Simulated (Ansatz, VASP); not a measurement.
# Cross-check of SiMoPt (SiMoPt in the AlB2 type) between VASP and Ansatz, part 2 of 2

Wanted: the spread between two codes on one cell, functional and k mesh. The cell is generated by rule, not measured, and may not be a known phase. The cell is taken from a series of runs on this material, whose earlier steps may have relaxed, scaled, displaced or heated it; both programs get it as it stands.

VASP 6.6.1 and Ansatz 0.2.0.

So far: The structure; VASP: relaxation of cell and atoms, PBEsol, pair 1; Ansatz: relaxation of cell and atoms, PBEsol, pair 1; Comparison.

## 5. Ansatz: relaxation of cell and atoms, PBEsol, pair 2

Level of this step: Ansatz beside VASP: Kohn-Sham DFT, plane waves, PBEsol (Ansatz).

The relaxed volume is the usual yardstick between codes: in a stiff, nearly cubic crystal its relative difference is about their pressure difference at one cell divided by the bulk modulus.

The cell is taken from a series of runs on this material, whose earlier steps may have relaxed, scaled, displaced or heated it; both programs get it as it stands.

input.yaml

```yaml
crystal:
  lattice:
    - [4.2020617375, 0.0, 0.0]
    - [-2.1010308688, 3.6390922129, 0.0]
    - [0.0, 0.0, 2.815816328]
  atoms:
    - { symbol: Mo, position: [0.0, 0.0, 0.0] }
    - { symbol: Si, position: [0.3333333333, 0.6666666667, 0.5] }
    - { symbol: Pt, position: [0.6666666667, 0.3333333333, 0.5] }
kpoints:
  mp_grid: { grid: [9, 9, 10] }
hamiltonian:
  xc: pbesol
scf:
  occupations: { method: methfessel_paxton, width: 0.2 }
output:
  forces: true
  stress: true
  eigenvalues: true
relax:
  adjacent_minimum: "off"
  f_tol: 0.001
  max_steps: 60
  cell: { stress_tol: 0.01 }
```

Launch:

```console
$ ansatz run input.yaml --threads 4 --pin off --max-ram 10240MiB --backend cpu --events-out ev --progress --plain --runs-dir out
```

Numbers of over 12 decimals in the logs are rounded to 6 here.

The log of the run:

```text
[...]
Crystal: 3 atoms, lattice volume = 43.059 Å³
Basis set: ecut = 420 eV, 831 PW (Γ), exchange–correlation on 60×60×40 points (8 copies of the dense FFT grid, shifted against one another)
Bands: 22, of which v1, the nominal top of the filled ones, is band 18 counted from 1 (17 counted from 0)
Symmetry: 12 space group operations
[...]
k-points: 72 of 810 (time reversal used)
[...]
--- Relaxed structure (4 steps of the walk, 4 accepted, 1 SCFs on fresh bases) ---
[...]
cell:  # Å, volume = 43.0407 Å³
    - [4.202723, 2.887217553402364e-11, 0]
    - [-2.101362, 3.639665, 0]
    - [0, 0, 2.813760]
  atoms:
    - { symbol: Mo, position: [0, 0, 0.0] }
    - { symbol: Si, position: [0.333333, 0.666667, 0.5] }
    - { symbol: Pt, position: [0.666667, 0.333333, 0.5] }
[key lines of the parts left out:]
SCF converged after 5 iterations
Free energy (F): -17903.778828 eV
Fermi energy:    19.864908 eV
P = ⅓ Tr σ = 0.0000 GPa (0.000 kbar)
```

## 6. VASP: relaxation of cell and atoms, PBEsol, pair 2

The same cell, functional, mesh and smearing now go to VASP, with its own data sets.

INCAR

```
SYSTEM = SiMoPt
PREC = Accurate
ENCUT = 500
EDIFF = 1E-07
NELM = 120
ISMEAR = 1
SIGMA = 0.2
LREAL = .FALSE.
ALGO = Normal
GGA = PS
NBANDS = 20
LASPH = .TRUE.
LORBIT = 11
LWAVE = .FALSE.
LCHARG = .FALSE.
ISIF = 3
IBRION = 2
NSW = 80
EDIFFG = -0.005
GGA_COMPAT = .FALSE.
NELMIN = 4
KPAR = 2
```

POSCAR

```
SiMoPt
1.0
    4.2020620000      0.0000000000      0.0000000000
   -2.1010310000      3.6390920000      0.0000000000
    0.0000000000      0.0000000000      2.8158160000
Mo Si Pt
1 1 1
Direct
    0.0000000000      0.0000000000      0.0000000000
    0.3333332875      0.6666665751      0.5000000000
    0.6666667125      0.3333334249      0.5000000000
```

KPOINTS

```
Automatic mesh
0
Gamma
9 9 10
0 0 0
```

PAW data sets: Mo_sv, Si and Pt (PBE family, release 64).

Launch:

```console
$ mpirun -np 2 vasp_std
```

The log of the run:

```text
[banner, memory and clock lines left out]
running    2 mpi-ranks, on    1 nodes
[...]
[... a notice as in an earlier step ...]

 LDA part: xc-table for (Slater+PW92), standard interpolation
 POSCAR, INCAR and KPOINTS ok, starting setup
[...]
entering main loop
       N       E                     dE             d eps       ncg     rms          rms(c)
DAV:   1     0.177006850509E+03    0.17701E+03   -0.14375E+04  2880   0.132E+03
DAV:   2    -0.216540791885E+02   -0.19866E+03   -0.19225E+03  3168   0.341E+02
DAV:   3    -0.272102892193E+02   -0.55562E+01   -0.54323E+01  3544   0.523E+01
DAV:   4    -0.272651650685E+02   -0.54876E-01   -0.54734E-01  3184   0.502E+00
[...]
DAV:  13    -0.254912967472E+02   -0.70657E-06   -0.13410E-06  3336   0.886E-03    0.369E-03
DAV:  14    -0.254912965275E+02    0.21964E-06   -0.25479E-07  2448   0.370E-03    0.104E-03
DAV:  15    -0.254912964943E+02    0.33249E-07   -0.27299E-08  1648   0.138E-03
   1 F= -.25491296E+02 E0= -.25489124E+02  d E =-.254913E+02
[... from here on, the cycles between the ionic steps are left out ...]
   2 F= -.25491314E+02 E0= -.25489067E+02  d E =-.178566E-04
   3 F= -.25491337E+02 E0= -.25489122E+02  d E =-.408572E-04
   4 F= -.25491368E+02 E0= -.25489066E+02  d E =-.303042E-04
   5 F= -.25491369E+02 E0= -.25489081E+02  d E =-.314643E-04
[...]
reached required accuracy - stopping structural energy minimisation
```

OUTCAR, selected parts (step 6):

```text
  Total        0.0046546      0.0046546      0.0022267      0.0000000     -0.0000000     -0.0000000
  in kB        0.1731936      0.1731935      0.0828547      0.0000000     -0.0000000     -0.0000000
  external PRESSURE =       0.1430806 kB  Pullay stress =       0.0000000 kB

 POSITION                                       TOTAL-FORCE (eV/Angst)
 -----------------------------------------------------------------------------------
      0.00000      0.00000      0.00000         0.000000      0.000000      0.000000
     -0.00000      2.42777      1.40594         0.000000      0.000000      0.000000
      2.10251      1.21389      1.40594        -0.000000     -0.000000      0.000000
 -----------------------------------------------------------------------------------
    total drift:                                0.000000     -0.000111      0.000000

  FREE ENERGIE OF THE ION-ELECTRON SYSTEM (eV)
  ---------------------------------------------------
  free  energy   TOTEN  =       -25.4913688158 eV

  energy  without entropy=      -25.4845052636  energy(sigma->0) =      -25.48908097

[... 2 parts as in an earlier step ...]

[... 2 further parts left out ...]
[key lines of the parts left out:]
E-fermi :  12.3475
```

## 7. Comparison

What differs besides the data sets and the points named for the pairs above, as far as they apply: the data sets hold 36 valence electrons in Ansatz (on its default PAW (the set named soft_2) files) and 28 in VASP. Total energies have different zeros and are not compared.

Compared:

```csv
quantity,Ansatz,VASP,difference
volume (Å³),43.04,43.06,-0.04 %
"edge a after relaxation, in the typed setting (Å)",4.203,4.205,-0.05 %
"edge c after relaxation, in the typed setting (Å)",2.814,2.812,+0.07 %
```

## 8. Ansatz: zone-centre phonons, PBEsol

Second derivatives magnify differences that forces hide, and they need a tight electronic threshold.

The cell is taken from a series of runs on this material, whose earlier steps may have relaxed, scaled, displaced or heated it; both programs get it as it stands.

input.yaml

```yaml
crystal:
  lattice:
    - [4.2027234065, 0.0, 0.0]
    - [-2.1013617033, 3.6396652351, 0.0]
    - [0.0, 0.0, 2.8137598324]
  atoms:
    - { symbol: Mo, position: [0.0, 0.0, 0.0] }
    - { symbol: Si, position: [0.3333333333, 0.6666666667, 0.5] }
    - { symbol: Pt, position: [0.6666666667, 0.3333333333, 0.5] }
kpoints:
  mp_grid: { grid: [4, 4, 6] }
hamiltonian:
  xc: pbesol
scf:
  occupations: { method: methfessel_paxton, width: 0.2 }
output:
  eigenvalues: true
phonons:
  method: dfpt
  qmesh: [2, 2, 2]
  temperatures: { t_max: 1000, t_step: 50 }
  qpath:
    path:
      - [[0.0, 0.0, 0.0], [0.5, 0.0, 0.0], [0.33333333, 0.33333333, 0.0], [0.0, 0.0, 0.0], [0.0, 0.0, 0.5], [0.5, 0.0, 0.5], [0.33333333, 0.33333333, 0.5], [0.0, 0.0, 0.5]]
      - [[0.5, 0.0, 0.5], [0.5, 0.0, 0.0]]
      - [[0.33333333, 0.33333333, 0.5], [0.33333333, 0.33333333, 0.0]]
    npoints: 10
```

Launch:

```console
$ ansatz run input.yaml --threads 4 --pin off --max-ram 10240MiB --backend cpu --events-out ev --progress --plain --runs-dir out
```

The log of the run:

```text
[...]
largest difference from the sums on the solved wave vectors: F 2.64e-2 eV, S 6.93e-5 and C_V 2.35e-5 eV/K
  zero-point energy: 0.094827 eV/cell   skipped modes (ω ≤ 0): 48, of them read as no rigid motion or as one in doubt: 45 (1.016e-1 modes/cell left out, lowest -52.44 cm⁻¹)   left out of the sums: 1.13e-2 of the cell's modes: C_V's classical limit lies that fraction below 3 k_B per atom; for a crystal, a wire or a layer, F and S can be off by more, and a phonons.interpolated_qmesh denser along its periods is the remedy for the sampling
[key lines of the parts left out:]
SCF converged after 9 iterations
Free energy (F): -17903.813708 eV
Fermi energy:    19.880904 eV
```

## 9. VASP: zone-centre phonons, PBEsol

The same cell, functional, mesh and smearing now go to VASP, with its own data sets.

INCAR

```
SYSTEM = SiMoPt
PREC = Accurate
ENCUT = 500
EDIFF = 1E-08
NELM = 120
ISMEAR = 1
SIGMA = 0.2
LREAL = .FALSE.
ALGO = Normal
GGA = PS
NBANDS = 20
LASPH = .TRUE.
LORBIT = 11
LWAVE = .FALSE.
LCHARG = .FALSE.
ISIF = 2
IBRION = 8
GGA_COMPAT = .FALSE.
KPAR = 2
```

POSCAR

```
SiMoPt
1.0
    4.2027234065      0.0000000000      0.0000000000
   -2.1013617033      3.6396652351      0.0000000000
    0.0000000000      0.0000000000      2.8137598324
Mo Si Pt
1 1 1
Direct
    0.0000000000      0.0000000000      0.0000000000
    0.3333333333      0.6666666667      0.5000000000
    0.6666666667      0.3333333333      0.5000000000
```

KPOINTS

```
Automatic mesh
0
Gamma
4 4 6
0 0 0
```

Launch:

```console
$ mpirun -np 2 vasp_std
```

The log of the run:

```text
[... set-up lines as in an earlier step ...]
 entering main loop
       N       E                     dE             d eps       ncg     rms          rms(c)
DAV:   1     0.175064237472E+03    0.17506E+03   -0.14296E+04   640   0.133E+03
DAV:   2    -0.219538572812E+02   -0.19702E+03   -0.19077E+03   720   0.342E+02
DAV:   3    -0.272636524064E+02   -0.53098E+01   -0.51903E+01   756   0.515E+01
DAV:   4    -0.273185228012E+02   -0.54870E-01   -0.54629E-01   708   0.523E+00
[...]
DAV:  14    -0.255264637192E+02    0.89313E-07   -0.22181E-07   712   0.372E-03    0.170E-03
DAV:  15    -0.255264636725E+02    0.46691E-07   -0.26721E-08   520   0.131E-03    0.316E-04
DAV:  16    -0.255264636743E+02   -0.18399E-08   -0.18698E-09   364   0.310E-04
   1 F= -.25526464E+02 E0= -.25525520E+02  d E =-.282964E-02
 Linear response reoptimize wavefunctions to high precision
DAV:   1    -0.255264636725E+02    0.17722E-08   -0.23138E-10   352   0.110E-04
DAV:   2    -0.255264636724E+02    0.97771E-10   -0.33736E-11   336   0.393E-05
 Linear response DOF=           6
 Linear response progress:
[...]
RMM:  11    -0.258901023300E+00    0.29452E-06   -0.16730E-07  2646   0.141E-04    0.235E-05
RMM:  12    -0.258900990573E+00    0.32727E-07   -0.13404E-07  2752   0.306E-05    0.863E-06
RMM:  13    -0.258900998140E+00   -0.75667E-08   -0.53150E-09  2653   0.148E-05    0.237E-06
 first order change of Fermi-energy   0.21008E-03
 force on displaced ion       3 direction 1 : -15.083   0.004   0.000
 Linear response progress:
  Degree of freedom:   6/  6
       N       E                     dE             d eps       ncg     rms          rms(c)
RMM:   1    -0.242747798450E+00   -0.24275E+00   -0.26866E-01  1356   0.273E+00
RMM:   2    -0.236987900527E+00    0.57599E-02   -0.19411E-02  1096   0.644E-01    0.165E-01
RMM:   3    -0.236327641840E+00    0.66026E-03   -0.71003E-04  1084   0.135E-01    0.877E-02
RMM:   4    -0.236220928678E+00    0.10671E-03   -0.10857E-03  1182   0.143E-01    0.224E-02
[...]
RMM:  13    -0.236152971321E+00   -0.27975E-07    0.12079E-09  1169   0.755E-06    0.169E-06
RMM:  14    -0.236152984804E+00   -0.13483E-07   -0.19180E-09   939   0.469E-06    0.176E-07
RMM:  15    -0.236152985134E+00   -0.32949E-09    0.17231E-09   490   0.323E-06    0.504E-08
 first order change of Fermi-energy   0.92662E-03
 force on displaced ion       3 direction 3 :  -0.000   0.000  -4.861
 Linear response finished
```

From OUTCAR (step 9):

```text
  Total       -0.1138599     -0.1138599      0.1767810      0.0000000      0.0000000      0.0000000
  in kB       -4.2384017     -4.2384017      6.5806219      0.0000000      0.0000000      0.0000000
  external PRESSURE =      -0.6320605 kB  Pullay stress =       0.0000000 kB

 POSITION                                       TOTAL-FORCE (eV/Angst)
 -----------------------------------------------------------------------------------
      0.00000      0.00000      0.00000        -0.000000      0.000000      0.000000
     -0.00000      2.42644      1.40688         0.000000      0.000000      0.000000
      2.10136      1.21322      1.40688        -0.000000     -0.000000      0.000000
 -----------------------------------------------------------------------------------
    total drift:                                0.000000     -0.000000      0.000000

[... 2 further parts left out ...]
```

The k-mesh is coarse for a metal.

## 10. Differences

What differs besides the data sets and the points named for the pairs above, as far as they apply: VASP's run holds the zone centre alone; the data sets hold 36 valence electrons in Ansatz (on its default PAW (the set named soft_2) files) and 28 in VASP. Total energies have different zeros and are not compared.

Compared:

| quantity | Ansatz | VASP | difference |
| --- | --- | --- | --- |
| optical mode 1 (cm⁻¹) | 109.2 | 107.9 | +1.18 % |
| optical mode 2 (cm⁻¹) | 156.6 | 156.7 | -0.06 % |
| optical mode 3 to 4 (cm⁻¹) | 188.5 | 188.7 | -0.09 % |
| optical mode 5 to 6 (cm⁻¹) | 359.1 | 361.4 | -0.64 % |

Modes are paired by rising frequency, not by their patterns, so a pair may set unlike modes beside each other; they are those without the splitting of longitudinal modes.

## 11. Outcome

| Quantity | Value |
| --- | --- |
| difference in edge c after relaxation, in the typed setting (relaxation of cell and atoms, PBEsol, pair 1) | 0.060 % |
| difference in edge c after relaxation, in the typed setting (relaxation of cell and atoms, PBEsol, pair 2) | 0.068 % |
| r.m.s. difference of the optical zone-centre modes, each program's sorted by frequency (zone-centre phonons, PBEsol) | 1.4 cm⁻¹ |
| difference in optical mode 1 (zone-centre phonons, PBEsol) | +1.2 % |

The difference in edge c after relaxation, in the typed setting is 0.068 % (relaxation of cell and atoms, PBEsol, pair 2), within the 1.2 % picked in this series as the mark of a large difference, as far as the stopping tolerances let one tell. The data sets hold unlike numbers of valence electrons (36 in Ansatz and 28 in VASP), so part of the differences comes from the potentials. Among the rows given in per cent, the largest difference of the zone-centre phonons, PBEsol pair is in optical mode 1, +1.2 %. 1 further run of this series is not shown here. Such differences can come from data sets, numerical settings and the points named under the comparisons, not from the functional's error against experiment.

[Lines on the potential files, build, host, timing and source positions are cut from VASP's logs without a mark.]

[Logs are printed without paths, hosts, clocks, repeated set-up lines and the standing remarks that a program may print on its own settings, such as how far it seeks lower states.]

[Hosts, paths, dates, database ids (printed as entryN), source tags and the programs' standing remarks are cut or masked in the printed files.]
